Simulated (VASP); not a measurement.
Computed with PBE GGA with spin-orbit coupling, VASP's PBE PAW potentials (set 64) (plane waves; VASP).

The input files of a VASP run:

KPOINTS:
```
Automatic
0
G
 12 12 7
```

### INCAR
```
# general
SYSTEM     = Sc
PREC       = Accurate
ENCUT      = 400
LREAL      = .FALSE.
LASPH      = .TRUE.

# electronic loop
EDIFF      = 1E-6
NELM       = 100
ALGO       = Normal
LMAXMIX    = 4

# smearing
ISMEAR     = 1
SIGMA      = 0.1

# functional
GGA        = PE
GGA_COMPAT = .FALSE.

# spin
MAGMOM     = 0 0 0 0 0 0
LSORBIT    = .TRUE.

# ions
ISIF       = 2

# output
LWAVE      = .FALSE.
LCHARG     = .FALSE.
```

POSCAR:
```
Sc
3.2831010
  0.4945635239  -0.8691414002   0.0000000000
  0.4945635239   0.8691414002   0.0000000000
  0.0000000000   0.0000000000   1.5760779215
Sc
2
Direct
  0.3333330000   0.6666670000   0.2500000000
  0.6780090000   0.3446750000   0.7500000000
```

POTCAR, in this order: Sc_sv (PBE.64 set). Program: vasp_ncl.

Output

File OUTCAR:
```
 ion  position               nearest neighbor table
   1  0.333  0.667  0.250-   2 3.18   2 3.18   2 3.21   2 3.21   2 3.22   2 3.22
   2  0.678  0.345  0.750-   1 3.18   1 3.18   1 3.21   1 3.21   1 3.22   1 3.22
  LATTYP: Found a base centered orthorhombic cell.
 ALAT       =     3.2474040000
 B/A-ratio  =     1.7573908266
 C/A-ratio  =     1.5934029151
 Subroutine PRICEL returns:
 Original cell was already a primitive cell.
 Subroutine GETGRP returns: Found  4 space group operations
The static configuration has the point symmetry C_1 .
 The point group associated with its full space group is C_2h.
The dynamic configuration has the point symmetry C_1 .
The overall configuration has the point symmetry C_1 .
 Subroutine INISYM returns: Found  4 space group operations
 Subroutine IBZKPT returns following result:
 Found    296 irreducible k-points:

 Following reciprocal coordinates:
            Coordinates               Weight
  0.000000  0.000000  0.000000      1.000000
  0.083333  0.000000  0.000000      2.000000
  0.000000  0.083333  0.000000      2.000000
  0.166667  0.000000  0.000000      2.000000
  0.000000  0.166667  0.000000      2.000000
  0.250000  0.000000  0.000000      2.000000
  0.000000  0.250000  0.000000      2.000000
  0.333333  0.000000  0.000000      2.000000
  0.000000  0.333333  0.000000      2.000000
  0.416667 -0.000000  0.000000      2.000000
 -0.000000  0.416667  0.000000      2.000000
  0.500000  0.000000  0.000000      1.000000
  0.000000  0.500000  0.000000      1.000000
  0.083333  0.083333  0.000000      2.000000
  0.166667  0.083333  0.000000      2.000000
  0.083333  0.166667  0.000000      2.000000
  0.250000  0.083333  0.000000      2.000000
  0.083333  0.250000  0.000000      2.000000
  0.333333  0.083333  0.000000      2.000000
  0.083333  0.333333  0.000000      2.000000
...
```

File OSZICAR:
```
       N       E                     dE             d eps       ncg     rms          rms(c)
DAV:   1     0.404550486295E+03    0.40455E+03   -0.89592E+03 17944   0.129E+03
DAV:   2     0.155148026756E+02   -0.38904E+03   -0.38318E+03 25184   0.703E+02
DAV:   3    -0.126741208772E+02   -0.28189E+02   -0.26869E+02 29486   0.241E+02
DAV:   4    -0.138070138126E+02   -0.11329E+01   -0.10839E+01 29312   0.432E+01
DAV:   5    -0.138357104320E+02   -0.28697E-01   -0.28349E-01 28974   0.768E+00    0.777E+00
DAV:   6    -0.126572367567E+02    0.11785E+01   -0.26043E+00 22448   0.217E+01    0.234E+00
DAV:   7    -0.125045916917E+02    0.15265E+00   -0.64504E-01 23694   0.100E+01    0.851E-01
DAV:   8    -0.124947236850E+02    0.98680E-02   -0.26207E-02 23534   0.245E+00    0.292E-01
DAV:   9    -0.124936316056E+02    0.10921E-02   -0.35205E-03 27172   0.816E-01    0.702E-02
DAV:  10    -0.124935467266E+02    0.84879E-04   -0.50457E-04 24196   0.307E-01    0.167E-02
DAV:  11    -0.124935442728E+02    0.24537E-05   -0.23519E-05 29534   0.784E-02    0.360E-03
DAV:  12    -0.124935457134E+02   -0.14406E-05   -0.13857E-06 19192   0.218E-02    0.129E-03
DAV:  13    -0.124935456300E+02    0.83436E-07   -0.13705E-07 13116   0.799E-03
   1 F= -.12493546E+02 E0= -.12493593E+02  d E =0.141706E-03  mag=     0.0000    -0.0000     0.0000
```

### OUTCAR
```
------------------------ aborting loop because EDIFF is reached ----------------------------------------
  FORCE on cell =-STRESS in cart. coord.  units (eV):
  Direction    XX          YY          ZZ          XY          YZ          ZX
  --------------------------------------------------------------------------------------
  Total        0.8012435      0.4418814      0.1313585     -0.0576913      0.0000000      0.0000000
  in kB       26.7733154     14.7653386      4.3893065     -1.9277378      0.0000000      0.0000000
  external PRESSURE =      15.3093202 kB  Pullay stress =       0.0000000 kB
  volume of cell :       47.95
      direct lattice vectors                 reciprocal lattice vectors
     1.623702000 -2.853479000  0.000000000     0.307938279 -0.175224699  0.000000000
     1.623702000  2.853479000  0.000000000     0.307938279  0.175224699  0.000000000
     0.000000000  0.000000000  5.174423000     0.000000000  0.000000000  0.193258263
 POSITION                                       TOTAL-FORCE (eV/Angst)
 -----------------------------------------------------------------------------------
      1.62370      0.95116      1.29361         0.052522     -0.023120     -0.000000
      1.66053     -0.95116      3.88082        -0.052522      0.023120      0.000000
 -----------------------------------------------------------------------------------
    total drift:                                0.000005      0.000000     -0.000000
  FREE ENERGIE OF THE ION-ELECTRON SYSTEM (eV)
  ---------------------------------------------------
  free  energy   TOTEN  =       -12.4935456300 eV

  energy  without entropy=      -12.4936873363  energy(sigma->0) =      -12.49359287

 Ion:    1  E_soc:     -0.0072400

 Ion:    2  E_soc:     -0.0072400
```
(Selected blocks of OUTCAR.)

The compound is Sc in the hcp structure. The cell was not relaxed at this level, atoms are displaced from their ideal sites. The run is one of a series of settings (GGA_COMPAT = .FALSE., LSORBIT = .TRUE., MAGMOM = 0 0 0 0 0 0, program vasp_ncl against the base run), some of them coarse on purpose.
